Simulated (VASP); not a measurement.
Level of theory: HSE06 screened hybrid, VASP's PBE PAW potentials (set 64) (plane waves; VASP).

Input for VASP

### INCAR
```
AEXX=0.25
ALGO=Normal
EDIFF=1E-5
ENCUT=400
GGA=PE
HFSCREEN=0.2
ISIF=0
ISMEAR=0
ISYM=0
LASPH=.TRUE.
LCHARG=.FALSE.
LHFCALC=.TRUE.
LREAL=Auto
LWAVE=.FALSE.
NELECT=254.0
NELM=50
NELMIN=4
PREC=Normal
PRECFOCK=Fast
SIGMA=0.05
SYSTEM=BC31Si32
```

File POSCAR:
```
BC31Si32
1.0
  8.7583314355   0.0000000000   0.0000000000
  0.0000000000   8.7583314355   0.0000000000
  0.0000000000   0.0000000000   8.7583314355
Si C B
32 31 1
Cartesian
  4.3616909302   8.7562895085   8.7548864255
  6.5617090791   2.1947814742   0.0046366064
  6.5622006089   0.0055918548   2.1953040795
  8.7509847369   0.0045887097   0.0046049870
  2.1751625692   2.1904926805   8.7552654117
  4.3761563612   4.3792946176   0.0068860323
  6.5653682023   6.5812795777   8.7550519764
  2.1739779322   8.7547329139   2.1901402969
  4.3095024216   2.1725259278   2.1736696100
  6.5858923711   4.4463900744   2.1726708300
  4.3758969928   0.0060083213   4.3800228089
  6.5858954697   2.1710164933   4.4449586600
  6.5655098569   8.7544346025   6.5818608620
  0.0015239900   4.3951247131   8.7538476480
  2.1838664028   6.5731361749   0.0016502159
  8.7515177330   2.1940577645   2.1948178922
  2.1734273283   4.3745642770   2.1832387913
  4.3818869672   6.5824423338   2.1823757908
  0.0029850268   8.7541291671   4.3958261968
  2.1745777684   2.1842463585   4.3734026936
  4.3312906795   4.4259739440   4.4207692100
  6.5726538308   6.5821676366   4.3733915863
  2.1845059160   0.0025623304   6.5741158310
  4.3828396635   2.1849004193   6.5798521107
  6.5714421612   4.3743427350   6.5807104079
  0.0020601347   6.5825927082   2.1901498934
  8.7497409426   4.3798713730   4.3805539369
  2.1772656653   6.5784111112   4.3918151420
  0.0021587798   2.1909710404   6.5822186705
  2.1782697589   4.3929533993   6.5780971662
  4.3636899038   6.5786075579   6.5784748421
  8.7535657891   6.5725678844   6.5738873945
  5.4775736479   1.0761095757   1.0762896452
  7.6821686845   3.2788807913   1.0746032828
  7.6841441472   1.0726001832   3.2805605675
  1.0898801294   1.0913053709   1.0914700556
  3.2525337632   3.2825964197   1.0711631276
  5.4739983184   5.5028701921   1.0705524293
  7.6636729339   7.6663214323   1.0921016460
  3.2522018969   1.0692592590   3.2826926694
  7.6875784799   5.5044772960   3.2827927246
  5.4737575851   1.0686231064   5.5030886520
  7.6868926613   3.2827693127   5.5046013980
  7.6640210163   1.0916510929   7.6660180971
  1.0942557603   5.4789148927   1.0895161121
  3.2782427872   7.6630988918   1.0896820720
  1.0870629788   3.2860294667   3.2855806591
  3.2825939289   5.4738876122   3.2692861259
  5.4700181323   7.6687781697   3.2849091220
  1.0960850376   1.0906489147   5.4793313242
  3.2842142736   3.2718522198   5.4706593569
  5.4852341751   5.4735105126   5.4712093048
  7.6658307669   7.6612933452   5.4791259334
  3.2797060784   1.0915620689   7.6616433911
  5.4701656857   3.2859811356   7.6682260471
  7.6648689287   5.4776777740   7.6617936307
  1.1014658271   7.6554275079   3.2779833925
  1.0970465080   5.4724233803   5.4727555041
  3.2840440554   7.6581474874   5.4724019539
  1.1019497714   3.2777732723   7.6560034198
  3.2848886888   5.4717744125   7.6586805405
  5.4783319942   7.6556622907   7.6565965218
  1.0952109780   7.6611718566   7.6613923835
  5.5263430520   3.2318564804   3.2336803811
```

File KPOINTS:
```
Automatic mesh
0
Gamma
1 1 1
0 0 0
```

POTCAR, in this order: Si C B (PBE.64 set). Program: vasp_gam. Read from the step before: WAVECAR.

Output

**OUTCAR**
```
 ion  position               nearest neighbor table
   1  0.498  1.000  1.000-  54 1.89  46 1.89  33 1.89  62 1.91   9 3.08  31 3.08  23 3.08  18 3.08
                            15 3.08  24 3.08  13 3.09   7 3.10   5 3.10   8 3.10   2 3.11   3 3.11
   2  0.749  0.251  0.001-  33 1.89  34 1.89  55 1.89  44 1.91  25 3.08  24 3.08   6 3.09   4 3.10
                            29 3.10  13 3.10   3 3.10  16 3.10   1 3.11  14 3.11  10 3.13   9 3.13
   3  0.749  0.001  0.251-  33 1.89  35 1.89  49 1.89  39 1.91  22 3.08  18 3.08  11 3.09  16 3.10
                             4 3.10  26 3.10   2 3.10   7 3.10   1 3.11  19 3.11  12 3.12   9 3.13
   4  0.999  0.001  0.001-  36 1.89  44 1.89  39 1.89  63 1.91  26 3.09  13 3.09   8 3.09  29 3.09
                             7 3.09   5 3.09  32 3.10   2 3.10   3 3.10  16 3.10  23 3.10  15 3.10
   5  0.248  0.250  1.000-  37 1.87  60 1.88  36 1.89  54 1.90   9 3.05  29 3.07   4 3.09  23 3.09
                            17 3.09  14 3.10   1 3.10  30 3.10  16 3.10  24 3.10   8 3.10   6 3.10
   6  0.500  0.500  0.001-  55 1.90  37 1.90  38 1.90  61 1.90   2 3.09   9 3.09  10 3.09  18 3.10
                            17 3.10  24 3.10  25 3.10  30 3.10  31 3.10  15 3.10   5 3.10   7 3.11
   7  0.750  0.751  1.000-  38 1.87  62 1.88  39 1.89  56 1.90  10 3.05  13 3.07   4 3.09  18 3.09
                            32 3.09  31 3.10   1 3.10  14 3.10   3 3.10  25 3.10  26 3.10   6 3.11
   8  0.248  1.000  0.250-  40 1.87  57 1.88  36 1.89  46 1.90   9 3.05  26 3.07   4 3.09  15 3.09
                            20 3.09  19 3.09  28 3.10  16 3.10  18 3.10   1 3.10   5 3.10  11 3.11
   9  0.492  0.248  0.248-  37 1.89  40 1.89  64 1.93  33 1.94   5 3.05   8 3.05  20 3.07  17 3.07
                             1 3.08  11 3.09   6 3.09   3 3.13   2 3.13
  10  0.752  0.508  0.248-  41 1.89  38 1.89  64 1.93  34 1.94  26 3.05   7 3.05  22 3.07  18 3.07
                            14 3.08  27 3.09   6 3.09  16 3.12   2 3.13
  11  0.500  0.001  0.500-  42 1.90  49 1.90  40 1.90  59 1.90   3 3.09   9 3.09  12 3.09  24 3.10
                            22 3.10  18 3.10  20 3.10  31 3.10  28 3.10  23 3.10  13 3.11   8 3.11
  12  0.752  0.248  0.508-  43 1.89  42 1.89  64 1.93  35 1.94  13 3.05  29 3.05  24 3.07  25 3.07
                            19 3.08  27 3.09  11 3.09   3 3.12  16 3.12
  13  0.750  1.000  0.751-  42 1.87  62 1.88  44 1.89  53 1.90  12 3.05   7 3.07   4 3.09  32 3.09
                            24 3.09   1 3.09  31 3.10   2 3.10  22 3.10  19 3.10  29 3.10  11 3.11
  14  0.000  0.502  0.999-  56 1.89  45 1.89  34 1.89  60 1.91  10 3.08  30 3.08  32 3.08  17 3.08
                            15 3.08  25 3.08  29 3.09   5 3.10   7 3.10  26 3.10   2 3.11  16 3.11
  15  0.249  0.751  0.000-  45 1.89  46 1.89  63 1.89  61 1.91  14 3.08   1 3.08  31 3.08  30 3.08
                             8 3.09  26 3.09  23 3.09  32 3.09  18 3.10  17 3.10   4 3.10   6 3.10
  16  0.999  0.251  0.251-  34 1.89  35 1.89  47 1.89  36 1.91  20 3.08  17 3.08  27 3.09   3 3.10
                             8 3.10   4 3.10   5 3.10   2 3.10  19 3.11  14 3.11  12 3.12  10 3.12
  17  0.248  0.499  0.249-  47 1.89  45 1.89  37 1.90  48 1.90   9 3.07  14 3.08  16 3.08   5 3.09
                             6 3.10  27 3.10  26 3.10  15 3.10  20 3.10  21 3.11  28 3.12  18 3.12
  18  0.500  0.752  0.249-  49 1.89  46 1.89  38 1.90  48 1.90  10 3.07   1 3.08   3 3.08   7 3.09
                             6 3.10  15 3.10  11 3.10   8 3.10  22 3.10  21 3.11  28 3.12  17 3.12
  19  0.000  1.000  0.502-  35 1.89  50 1.89  53 1.89  57 1.91  28 3.08  12 3.08  32 3.08  23 3.08
                            20 3.08  22 3.08   8 3.09  26 3.10  29 3.10  13 3.10  16 3.11   3 3.11
  20  0.248  0.249  0.499-  47 1.89  50 1.89  40 1.90  51 1.90   9 3.07  16 3.08  19 3.08   8 3.09
...
```

**OSZICAR**
```
       N       E                     dE             d eps       ncg     rms          rms(c)
DAV:   1    -0.557928621853E+03   -0.55793E+03   -0.98874E+00   320   0.783E+00    0.149E+01
DAV:   2    -0.557986947448E+03   -0.58326E-01   -0.28727E-01   344   0.127E+00    0.107E+01
DAV:   3    -0.557967881925E+03    0.19066E-01   -0.46459E-02   360   0.481E-01    0.638E+00
DAV:   4    -0.557964057076E+03    0.38248E-02   -0.12241E-02   384   0.201E-01    0.370E+00
DAV:   5    -0.557961570502E+03    0.24866E-02   -0.21334E-03   384   0.126E-01    0.215E+00
DAV:   6    -0.557961000886E+03    0.56962E-03   -0.20817E-03   368   0.985E-02    0.119E+00
DAV:   7    -0.557960854799E+03    0.14609E-03   -0.26113E-04   352   0.379E-02    0.687E-01
DAV:   8    -0.557960773653E+03    0.81146E-04   -0.91573E-05   328   0.246E-02    0.400E-01
DAV:   9    -0.557960763552E+03    0.10102E-04   -0.67637E-05   344   0.165E-02    0.217E-01
DAV:  10    -0.557960759044E+03    0.45082E-05   -0.63199E-06   216   0.716E-03
   1 F= -.55796076E+03 E0= -.55796076E+03  d E =-.883168E-15
```

### OUTCAR
```
------------------------ aborting loop because EDIFF is reached ----------------------------------------
  volume of cell :      671.84
      direct lattice vectors                 reciprocal lattice vectors
     8.758331436  0.000000000  0.000000000     0.114176999  0.000000000  0.000000000
     0.000000000  8.758331436  0.000000000     0.000000000  0.114176999  0.000000000
     0.000000000  0.000000000  8.758331436     0.000000000  0.000000000  0.114176999
  FREE ENERGIE OF THE ION-ELECTRON SYSTEM (eV)
  ---------------------------------------------------
  free  energy   TOTEN  =      -557.9607590435 eV

  energy  without entropy=     -557.9607590435  energy(sigma->0) =     -557.96075904

  exchange ACFDT corr.  =         0.00000000  see jH, gK, PRB 81, 115126
```
(Selected blocks of OUTCAR.)

The cell is charged, with a uniform compensating background. The supercell is sampled at Γ alone, which is coarse: total energies, pressure and levels can be off, energies of defects by several tenths of an eV.

The cell is a supercell with a defect, built from SiC (zinc blende): B_C, charge +1. The cell's shape comes from a PBE relaxation. The run is not spin-polarised, so no state with unpaired spins was tried.
